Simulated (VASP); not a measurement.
Given:

```
CELL_PARAMETERS angstrom
      2.82792     0.00000     0.00000
     -1.41396     2.44905     0.00000
      0.00000     0.00000     5.17851
ATOMIC_POSITIONS crystal
  Nb 0.33333 0.66667 0.25000
  Nb 0.66667 0.33333 0.75000
```

These are PBEsol GGA, VASP's PBE PAW potentials (set 64) (plane waves; VASP) values and carry that method's errors. Settings: 400 eV cut-off, 17×17×8 Γ-centred mesh, tetrahedra with Blöchl corrections, potentials Nb_sv.

Problem. Estimate the energy per atom (σ→0), band gap (on the k-mesh) with the smallest direct gap where there is one.

Solution. 
```json
{
  "band gap (on the k-mesh)": "none (metal, semimetal or under 0.01 eV)",
  "energy per atom (σ→0)": "-10.636 eV/atom"
}
```

The absolute energy has meaning only against runs of the same code, potentials and settings.

The structure was generated: Nb was put into the hcp type (P6_3/mmc), which need not be its known phase. It was relaxed first.
